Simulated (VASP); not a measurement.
Set up this calculation in VASP 6.6.1, as the native input.

* Task: single point
* Functional: PBE
* Dispersion: D3(BJ)
* Potentials or basis: VASP PAW PBE potentials, release 64 (O, H, Li_sv, Cl)
* Cutoff: 520 eV
* k mesh: 1 × 1 × 1
* Occupations: fermi-dirac, width 0.05 eV
* Spin: no spin polarisation
* Dipole correction: no
* Further INCAR settings: LREAL = Auto; ALGO = Normal; EDIFF = 1e-06; NBANDS = 56

The structure of LiH16ClO8 lies in POSCAR:

```
LiH16ClO8
1.0
    6.5731380000      0.0000000000      0.0000000000
    0.0000000000      6.5731380000      0.0000000000
    0.0000000000      0.0000000000      6.5731380000
O H Li Cl
8 16 1 1
Direct
    0.7702561547      1.0184937544      0.3505631557
    0.0109536724      0.0962097555      0.8758982392
    0.4257327322      0.0577806217     -0.0393267264
    0.8132797455      0.6878449836      0.0173737414
    0.5412483353      0.2743286388      0.5326375317
    0.4550642326      0.7911289859      0.3061399289
    0.3572570666      0.5944801402      0.8192738385
    0.8927395104      0.4592783538      0.6862475731
    0.6821247325      0.9002397333      0.3746308080
    0.8340308693      1.0100655121      0.2126533780
   -0.0492306719      0.2111320347      0.8185131668
    0.0321155588     -0.0051269272      0.7701953009
    0.5150812291      0.1202165541     -0.1429454242
    0.2898919816      0.0636682206     -0.1016713783
    0.9083484935      0.6326810726      0.1201861272
    0.8517240928      0.6270216752     -0.1127467581
    0.4300533474      0.3234071763      0.4407483914
    0.6490811542      0.2240025997      0.4384207360
    0.3744634602      0.6597914117      0.2965554656
    0.3715120541      0.9091700189      0.2850693231
    0.2678781428      0.5042188373      0.8820292530
    0.4219598006      0.5160548889      0.7158377019
    1.0087115165      0.4594609150      0.5890033041
    0.7634405363      0.4449016588      0.6051751842
    0.5284386240      0.7656008439      0.9947760111
    0.1867449002      0.4442018409      0.2992026031
```

The cell was built by a generator and needn't be a form met in nature.

These files were run (other wordings do the same):

INCAR

```
SYSTEM = LiH16ClO8
PREC = Accurate ; ENCUT = 520
EDIFF = 1E-6 ; ISMEAR = -1
SIGMA = 0.05 ; LREAL = Auto
LASPH = .True. ; NELM = 100
ALGO = Normal ; ISIF = 2
LWAVE = .False. ; LCHARG = .False.
GGA = PE ; IVDW = 12
NBANDS = 56
```

KPOINTS

```
Automatic mesh
0
Gamma
  1 1 1
  0 0 0
```

Potentials or basis: VASP PAW PBE potentials, release 64 (O, H, Li_sv, Cl).

Launch:

```bash
$ cat potpaw_PBE.64/O/POTCAR potpaw_PBE.64/H/POTCAR potpaw_PBE.64/Li_sv/POTCAR potpaw_PBE.64/Cl/POTCAR > POTCAR
$ mpirun -np 1 vasp_gam > vasp.out
```

Results of the run:

The largest force is 3.187 eV/Å, the band gap on the k mesh is 4.33 eV, direct and the dispersion energy per atom is -0.042 eV.

Run time: 23 s on 1 thread of Intel(R) Xeon(R) Platinum 8488C (Sapphire Rapids), on a shared host, peak memory 0.33 GiB.
